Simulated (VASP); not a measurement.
The system is SnSe2.

```
Sn Se
1.0
     3.81100    0.00000    0.00000
    -1.90550    3.30042    0.00000
     0.00000    0.00000    6.13600
Sn Se
1 2
Direct
  0.00000 0.00000 0.00000
  0.33333 0.66667 0.24900
  0.66667 0.33333 0.75100
```

| Quantity | Value |
| --- | --- |
| Program | VASP 6.6.1 |
| Task | relaxation of cell and atoms |
| Functional | PBE |
| Dispersion | D3(BJ) |
| Potentials or basis | VASP PAW PBE potentials, release 64 (Sn_d, Se) |
| Cutoff | 600 eV |
| k mesh | 9 × 9 × 5 |
| Occupations | gaussian, width 0.03 eV |
| Spin | no spin polarisation |

At the start: pressure 3.3 GPa; volume 25.73 Å³/atom.

Question: Where does the relaxation end?

Answer: Over 15 steps the energy falls by 22.5 meV/atom and the volume is 25.57 Å³/atom (-0.6 %); space group P-3m1 (No. 164, to 0.05 Å).

The path:
| step | energy change (eV) | largest force (eV/Å) | pressure (GPa) | volume (Å³) |
| --- | --- | --- | --- | --- |
| 1 | 0.0000 | 0.8170 | 3.32 | 77.18 |
| 2 | -0.0197 | 0.2899 | -2.87 | 83.28 |
| 3 | -0.0517 | 0.1634 | -0.43 | 80.49 |
| 4 | -0.0517 | 0.1750 | -0.35 | 80.42 |
| 5 | -0.0556 | 0.1286 | -0.22 | 79.88 |
| 6 | -0.0575 | 0.0774 | -0.05 | 79.31 |
| 7 | -0.0576 | 0.0634 | 0.00 | 79.15 |
| 8 | -0.0596 | 0.0466 | -0.06 | 78.93 |
| 9 | -0.0641 | 0.0019 | -0.24 | 78.26 |
| 10 | -0.0665 | 0.0943 | -0.45 | 76.89 |
| 11 | -0.0668 | 0.0664 | -0.38 | 77.28 |
| 12 | -0.0669 | 0.0461 | 0.41 | 76.18 |
| 13 | -0.0675 | 0.0072 | 0.05 | 76.70 |
| 14 | -0.0675 | 0.0101 | 0.00 | 76.73 |
| 15 | -0.0675 | 0.0087 | 0.02 | 76.71 |

Final structure:
```yaml
crystal:
  lattice:
    - [3.83942, 0.00000, 0.00000]
    - [-1.91971, 3.32504, 0.00000]
    - [0.00000, 0.00000, 6.00918]
  atoms:
    - { symbol: Sn, position: [0.00000, 0.00000, 0.00000] }
    - { symbol: Se, position: [0.33333, 0.66667, 0.26558] }
    - { symbol: Se, position: [0.66667, 0.33333, 0.73442] }
```
